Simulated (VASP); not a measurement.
All values below come from PBEsol GGA, VASP's PBE PAW potentials (set 64) (plane waves; VASP 6.6.1).

VASP input:

### INCAR
```
SYSTEM = MgO
PREC = Accurate; ENCUT = 620; LREAL = .FALSE.
LASPH = .TRUE.
EDIFF = 1E-6; NELM = 100; ALGO = Normal
ISMEAR = 0; SIGMA = 0.05
GGA = PS
IBRION = 2; NSW = 40; ISIF = 3
EDIFFG = -0.02; PSTRESS = 100
LWAVE = .FALSE.; LCHARG = .FALSE.
```

**POSCAR**
```
MgO
1
    0.0000000000     2.0653678203     2.0653678203
    2.0653678203    -0.0000000000     2.0653678203
    2.0653678203     2.0653678203     0.0000000000
Mg O
1 1
Direct
  0.0000000000   0.0000000000   0.0000000000
  0.5000000000   0.5000000000   0.5000000000
```

File KPOINTS:
```
Automatic
0
gamma
 11 11 11
0 0 0
```

POTCAR, in this order: Mg O (PBE.64 set). Program: vasp_std.

The run wrote:

**OSZICAR**
```
       N       E                     dE             d eps       ncg     rms          rms(c)
DAV:   1     0.188480312705E+02    0.18848E+02   -0.55068E+03  1032   0.104E+03
DAV:   2    -0.134286666154E+02   -0.32277E+02   -0.29440E+02  1056   0.154E+02
DAV:   3    -0.138862434816E+02   -0.45758E+00   -0.45758E+00  1200   0.215E+01
DAV:   4    -0.138867452651E+02   -0.50178E-03   -0.50178E-03  1232   0.711E-01
DAV:   5    -0.138867455584E+02   -0.29327E-06   -0.29327E-06  1176   0.135E-02    0.674E+00
DAV:   6    -0.125206421583E+02    0.13661E+01   -0.84094E+00   896   0.208E+01    0.216E+00
DAV:   7    -0.124966576123E+02    0.23985E-01   -0.29360E-02   952   0.234E+00    0.127E+00
DAV:   8    -0.124836853845E+02    0.12972E-01   -0.17481E-02   904   0.209E+00    0.129E-01
DAV:   9    -0.124836265228E+02    0.58862E-04   -0.29338E-04  1368   0.156E-01    0.634E-02
DAV:  10    -0.124836654099E+02   -0.38887E-04   -0.38674E-05   920   0.740E-02    0.329E-03
DAV:  11    -0.124836652802E+02    0.12967E-06   -0.11567E-06   888   0.829E-03
   1 F= -.11383871E+02 E0= -.11383871E+02  d E =-.113839E+02
```

OUTCAR:
```
------------------------ aborting loop because EDIFF is reached ----------------------------------------
  FORCE on cell =-STRESS in cart. coord.  units (eV):
  Direction    XX          YY          ZZ          XY          YZ          ZX
  --------------------------------------------------------------------------------------
  Total        1.1003741      1.1003741      1.1003741     -0.0000000      0.0000000      0.0000000
  in kB      100.0526763    100.0526763    100.0526763     -0.0000000      0.0000000      0.0000000
  external PRESSURE =       0.0526763 kB  Pullay stress =     100.0000000 kB
  volume of cell :       17.62
      direct lattice vectors                 reciprocal lattice vectors
     0.000000000  2.065367820  2.065367820    -0.242087630  0.242087630  0.242087630
     2.065367820  0.000000000  2.065367820     0.242087630 -0.242087630  0.242087630
     2.065367820  2.065367820  0.000000000     0.242087630  0.242087630 -0.242087630
  FREE ENERGIE OF THE ION-ELECTRON SYSTEM (eV)
  ---------------------------------------------------
  free  energy   TOTEN  =       -12.4836652802 eV

  energy  without entropy=      -12.4836652802  energy(sigma->0) =      -12.48366528
  enthalpy is  TOTEN    =       -11.3838705566 eV   P V=        1.0997947236

 reached required accuracy - stopping structural energy minimisation
```
(Selected blocks of OUTCAR.)

The compound is MgO in the rock salt structure. It was relaxed first under an external pressure of 10 GPa.
